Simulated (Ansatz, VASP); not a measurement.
# La2O3: VASP beside Ansatz, part 3 of 3

One calculation is typed for both programs; each brings its own data sets. How far apart do they land? The cell is taken from a series of runs on this material, whose earlier steps may have relaxed, scaled, displaced or heated it; both programs get it as it stands.

VASP 6.6.1 and Ansatz 0.2.0.

So far: Starting point; Ansatz: zone-centre phonons, LDA; VASP: zone-centre phonons, LDA.

### Step 3. VASP: zone-centre phonons, LDA (continued)

Level of this step: LDA; plane waves and PAW (O, La) (VASP).

Numbers of over 12 decimals in the logs are rounded to 6 here.

From OUTCAR (step 3):

```text
ion  position               nearest neighbor table
   1  0.667  0.333  0.355-   5 2.35   5 2.35   5 2.35   4 2.43
   2  0.333  0.667  0.645-   4 2.35   4 2.35   4 2.35   5 2.43
   3  0.000  0.000  0.000-   4 2.72   5 2.72   5 2.72   4 2.72   4 2.72   5 2.72
   4  0.667  0.333  0.753-   2 2.35   2 2.35   2 2.35   1 2.43   3 2.72   3 2.72   3 2.72
   5  0.333  0.667  0.247-   1 2.35   1 2.35   1 2.35   2 2.43   3 2.72   3 2.72   3 2.72

  LATTYP: Found a hexagonal cell.
 ALAT       =     3.9099887714
 C/A-ratio  =     1.5611164268

 Subroutine GETGRP returns: Found 12 space group operations
 (whereof 12 operations were pure point group operations)

The static configuration has the point symmetry D_3d.

 Found     43 irreducible k-points:

   k-points           NKPTS =     43   k-points in BZ     NKDIM =     43   number of bands    NBANDS=     26

   dimension x,y,z NGX =    32 NGY =   32 NGZ =   50
   dimension x,y,z NGXF=    64 NGYF=   64 NGZF=  100

   ENCUT  =  600.0 eV  44.10 Ry    6.64 a.u.   7.81  7.81 12.19*2*pi/ulx,y,z

   NELECT =      40.0000    total number of electrons

 k-points in reciprocal lattice and weights: Automatic mesh
   0.00000000  0.00000000  0.00000000       0.003
   0.11111111  0.00000000  0.00000000       0.019
   0.22222222  0.00000000  0.00000000       0.019
   0.33333333 -0.00000000  0.00000000       0.019
   0.44444444  0.00000000  0.00000000       0.019
   0.11111111  0.11111111  0.00000000       0.019
   0.22222222  0.11111111  0.00000000       0.037
   0.33333333  0.11111111  0.00000000       0.037
   0.44444444  0.11111111  0.00000000       0.019
[...]
0.33333333  0.22222222  0.50000000       0.037
   0.33333333  0.33333333  0.50000000       0.006

 average (electrostatic) potential at core
       1 -68.1665       2 -68.1665       3 -67.6619       4 -94.9436       5 -94.9436

 Eigenvectors and eigenvalues of the dynamical matrix
 ----------------------------------------------------

   1 f  =   12.978833 THz    81.548414 2PiTHz  432.927275 cm-1    53.676117 meV
             X         Y         Z           dx          dy          dz
      1.954994  1.128717  2.169623    -0.000000   -0.000000    0.556080
     -0.000000  2.257433  3.934324     0.000000    0.000000    0.556080
      0.000000  0.000000  0.000000     0.000000    0.000000   -0.605674
      1.954994  1.128717  4.594992    -0.000000   -0.000000   -0.085760
     -0.000000  2.257433  1.508956     0.000000    0.000000   -0.085760

   2 f  =   11.658648 THz    73.253445 2PiTHz  388.890635 cm-1    48.216272 meV
             X         Y         Z           dx          dy          dz
      1.954994  1.128717  2.169623    -0.699805   -0.000001   -0.000000
     -0.000000  2.257433  3.934324     0.699805    0.000001    0.000000
      0.000000  0.000000  0.000000     0.000000   -0.000000   -0.000000
      1.954994  1.128717  4.594992    -0.101354   -0.000000   -0.000000
     -0.000000  2.257433  1.508956     0.101354    0.000000    0.000000

   3 f  =   11.658648 THz    73.253445 2PiTHz  388.890635 cm-1    48.216272 meV
             X         Y         Z           dx          dy          dz
      1.954994  1.128717  2.169623     0.000001   -0.699805   -0.000000
     -0.000000  2.257433  3.934324    -0.000001    0.699805    0.000000
      0.000000  0.000000  0.000000    -0.000000    0.000000   -0.000000
      1.954994  1.128717  4.594992     0.000000   -0.101354   -0.000000
     -0.000000  2.257433  1.508956    -0.000000    0.101354    0.000000

   4 f  =   11.594615 THz    72.851117 2PiTHz  386.754739 cm-1    47.951455 meV
             X         Y         Z           dx          dy          dz
      1.954994  1.128717  2.169623    -0.000000   -0.000000    0.686246
     -0.000000  2.257433  3.934324     0.000000    0.000000   -0.686246
      0.000000  0.000000  0.000000    -0.000000   -0.000000   -0.000000
      1.954994  1.128717  4.594992    -0.000000   -0.000000    0.170487
     -0.000000  2.257433  1.508956    -0.000000   -0.000000   -0.170487

   5 f  =   10.607185 THz    66.646908 2PiTHz  353.817601 cm-1    43.867772 meV
             X         Y         Z           dx          dy          dz
      1.954994  1.128717  2.169623    -0.654635    0.000010    0.000000
     -0.000000  2.257433  3.934324    -0.654635    0.000010   -0.000000
      0.000000  0.000000  0.000000     0.287227   -0.000004    0.000000
      1.954994  1.128717  4.594992     0.173790   -0.000003    0.000000
     -0.000000  2.257433  1.508956     0.173790   -0.000003    0.000000

   6 f  =   10.607185 THz    66.646908 2PiTHz  353.817601 cm-1    43.867772 meV
             X         Y         Z           dx          dy          dz
      1.954994  1.128717  2.169623    -0.000010   -0.654635    0.000000
     -0.000000  2.257433  3.934324    -0.000010   -0.654635   -0.000000
      0.000000  0.000000  0.000000     0.000004    0.287227    0.000000
      1.954994  1.128717  4.594992     0.000003    0.173790   -0.000000
     -0.000000  2.257433  1.508956     0.000003    0.173790    0.000000

   7 f  =    5.620577 THz    35.315129 2PiTHz  187.482281 cm-1    23.244830 meV
             X         Y         Z           dx          dy          dz
      1.954994  1.128717  2.169623    -0.000000   -0.000000    0.170487
     -0.000000  2.257433  3.934324     0.000000    0.000000   -0.170487
      0.000000  0.000000  0.000000     0.000000   -0.000000   -0.000000
      1.954994  1.128717  4.594992    -0.000000    0.000000   -0.686246
     -0.000000  2.257433  1.508956    -0.000000    0.000000    0.686246

   8 f  =    5.466488 THz    34.346956 2PiTHz  182.342405 cm-1    22.607567 meV
             X         Y         Z           dx          dy          dz
      1.954994  1.128717  2.169623     0.000000   -0.000000    0.376294
     -0.000000  2.257433  3.934324    -0.000000    0.000000    0.376294
      0.000000  0.000000  0.000000    -0.000000   -0.000000    0.764015
      1.954994  1.128717  4.594992    -0.000000    0.000000   -0.257960
     -0.000000  2.257433  1.508956     0.000000    0.000000   -0.257960

   9 f  =    5.053862 THz    31.754351 2PiTHz  168.578690 cm-1    20.901084 meV
             X         Y         Z           dx          dy          dz
      1.954994  1.128717  2.169623     0.148363   -0.000002    0.000000
     -0.000000  2.257433  3.934324     0.148363   -0.000002    0.000000
      0.000000  0.000000  0.000000     0.931237   -0.000014    0.000000
      1.954994  1.128717  4.594992    -0.210683    0.000003    0.000000
     -0.000000  2.257433  1.508956    -0.210683    0.000003   -0.000000

  10 f  =    5.053862 THz    31.754351 2PiTHz  168.578690 cm-1    20.901084 meV
             X         Y         Z           dx          dy          dz
      1.954994  1.128717  2.169623    -0.000002   -0.148363   -0.000000
     -0.000000  2.257433  3.934324    -0.000002   -0.148363   -0.000000
      0.000000  0.000000  0.000000    -0.000014   -0.931237   -0.000000
      1.954994  1.128717  4.594992     0.000003    0.210683    0.000000
     -0.000000  2.257433  1.508956     0.000003    0.210683    0.000000

  11 f  =    3.049637 THz    19.161437 2PiTHz  101.724952 cm-1    12.612281 meV
             X         Y         Z           dx          dy          dz
      1.954994  1.128717  2.169623     0.101354    0.000014   -0.000000
     -0.000000  2.257433  3.934324    -0.101354   -0.000014   -0.000000
      0.000000  0.000000  0.000000    -0.000000   -0.000000   -0.000000
      1.954994  1.128717  4.594992    -0.699805   -0.000097    0.000000
     -0.000000  2.257433  1.508956     0.699805    0.000097    0.000000

  12 f  =    3.049637 THz    19.161437 2PiTHz  101.724952 cm-1    12.612281 meV
             X         Y         Z           dx          dy          dz
      1.954994  1.128717  2.169623     0.000014   -0.101354   -0.000000
     -0.000000  2.257433  3.934324    -0.000014    0.101354    0.000000
      0.000000  0.000000  0.000000    -0.000000    0.000000   -0.000000
      1.954994  1.128717  4.594992    -0.000097    0.699805    0.000000
     -0.000000  2.257433  1.508956     0.000097   -0.699805    0.000000

  13 f/i=    0.005322 THz     0.033437 2PiTHz    0.177513 cm-1     0.022009 meV
             X         Y         Z           dx          dy          dz
      1.954994  1.128717  2.169623    -0.000000    0.000000   -0.221761
     -0.000000  2.257433  3.934324    -0.000000    0.000000   -0.221761
      0.000000  0.000000  0.000000    -0.000000    0.000000   -0.222350
      1.954994  1.128717  4.594992    -0.000000    0.000000   -0.652765
     -0.000000  2.257433  1.508956    -0.000000    0.000000   -0.652765

  14 f/i=    0.015935 THz     0.100124 2PiTHz    0.531542 cm-1     0.065903 meV
             X         Y         Z           dx          dy          dz
      1.954994  1.128717  2.169623     0.161667    0.152660    0.000000
     -0.000000  2.257433  3.934324     0.161667    0.152660    0.000000
      0.000000  0.000000  0.000000     0.163062    0.153978    0.000000
      1.954994  1.128717  4.594992     0.474219    0.447801    0.000000
     -0.000000  2.257433  1.508956     0.474219    0.447801    0.000000

  15 f/i=    0.015935 THz     0.100124 2PiTHz    0.531542 cm-1     0.065903 meV
             X         Y         Z           dx          dy          dz
      1.954994  1.128717  2.169623    -0.152660    0.161667    0.000000
     -0.000000  2.257433  3.934324    -0.152660    0.161667    0.000000
      0.000000  0.000000  0.000000    -0.153978    0.163062    0.000000
      1.954994  1.128717  4.594992    -0.447801    0.474219    0.000000
     -0.000000  2.257433  1.508956    -0.447801    0.474219    0.000000

 MACROSCOPIC STATIC DIELECTRIC TENSOR IONIC CONTRIBUTION
 ------------------------------------------------------
          24.322500     0.000000    -0.000000
           0.000000    24.322500     0.000000
          -0.000000     0.000000    24.590253
 ------------------------------------------------------

 ELASTIC MODULI CONTR FROM IONIC RELAXATION (kBar)
 Direction    XX          YY          ZZ          XY          YZ          ZX
 --------------------------------------------------------------------------------
 XX        -416.0288    234.6326   -111.1631     -0.0000    209.1208      0.0000
 YY         234.6326   -416.0288   -111.1631      0.0000   -209.1208     -0.0000
 ZZ        -111.1631   -111.1631   -285.0935      0.0000     -0.0000     -0.0000
 XY          -0.0000      0.0000      0.0000   -325.3307      0.0000    215.2228
 YZ         209.1208   -209.1208     -0.0000      0.0000   -166.6207     -0.0000
 ZX           0.0000     -0.0000     -0.0000    215.2228     -0.0000   -172.2745
 --------------------------------------------------------------------------------

 PIEZOELECTRIC TENSOR IONIC CONTR  for field in x, y, z        (C/m^2)
          XX          YY          ZZ          XY          YZ          ZX
  --------------------------------------------------------------------------------
  x     0.00000    -0.00000    -0.00000    -0.00000    -0.00000     0.00000
  y     0.00000    -0.00000    -0.00000     0.00000    -0.00000    -0.00000
  z    -0.00000     0.00000    -0.00000     0.00000     0.00000    -0.00000
```

### Step 4. Side by side

Known differences besides the potentials themselves: the two LDA forms differ slightly; fixed occupations in Ansatz, narrow Gaussian smearing in VASP; VASP's response is taken on the typed mesh, Ansatz refines its own for the field response alone; the cutoff is 420 eV in Ansatz and 600 eV in VASP; VASP's log shows a relativistic correction to its local exchange, Ansatz's none; VASP's log repeats an internal error in its field response. Total energies have different zeros and are not compared.

Compared:

| quantity | Ansatz | VASP | difference |
| --- | --- | --- | --- |
| ε∞ xx | 4.86 | 4.87 | -0.10 % |
| ε∞ yy | 4.86 | 4.87 | -0.10 % |
| ε∞ zz | 4.79 | 4.78 | +0.15 % |
| Born charge of O1 (mean of the diagonal) (e) | -2.74 | -2.75 | 0.00 |
| Born charge of La4 (mean of the diagonal) (e) | 4.07 | 4.08 | -0.01 |
| optical mode 1 to 2 (cm⁻¹) | 101.2 | 101.7 | -0.52 % |
| optical mode 3 to 4 (cm⁻¹) | 168.4 | 168.6 | -0.13 % |
| optical mode 5 (cm⁻¹) | 182.1 | 182.3 | -0.12 % |
| optical mode 6 (cm⁻¹) | 187.2 | 187.5 | -0.18 % |
| optical mode 7 to 8 (cm⁻¹) | 354.4 | 353.8 | +0.17 % |
| optical mode 9 (cm⁻¹) | 386.8 | 386.8 | +0.02 % |
| optical mode 10 to 11 (cm⁻¹) | 389.6 | 388.9 | +0.19 % |
| optical mode 12 (cm⁻¹) | 432.7 | 432.9 | -0.06 % |

Modes are paired by rising frequency, not by their patterns, so a pair may set unlike modes beside each other; they are those without the splitting of longitudinal modes.

### Step 5. Summary of results

```
r.m.s. difference of the optical zone-centre modes, each program's sorted by frequency (zone-centre phonons, LDA) : 0.47 cm⁻¹
difference in optical mode 1 to 2 (zone-centre phonons, LDA)                                                      : -0.5 %
```

What this shows: The r.m.s. difference of the optical zone-centre modes, each program's sorted by frequency is 0.47 cm⁻¹ (zone-centre phonons, LDA). Among the rows given in per cent, the largest difference of the zone-centre phonons, LDA pair is in optical mode 1 to 2, -0.5 %. Such differences can come from data sets, numerical settings and the points named under the comparisons, not from the functional's error against experiment.

[Lines on the potential files, build, host, timing and source positions are cut from VASP's logs without a mark.]

[Logs are printed without paths, hosts, clocks, repeated set-up lines and the standing remarks that a program may print on its own settings, such as how far it seeks lower states.]

[Hosts, paths, dates, database ids (printed as entryN), source tags and the programs' standing remarks are cut or masked in the printed files.]
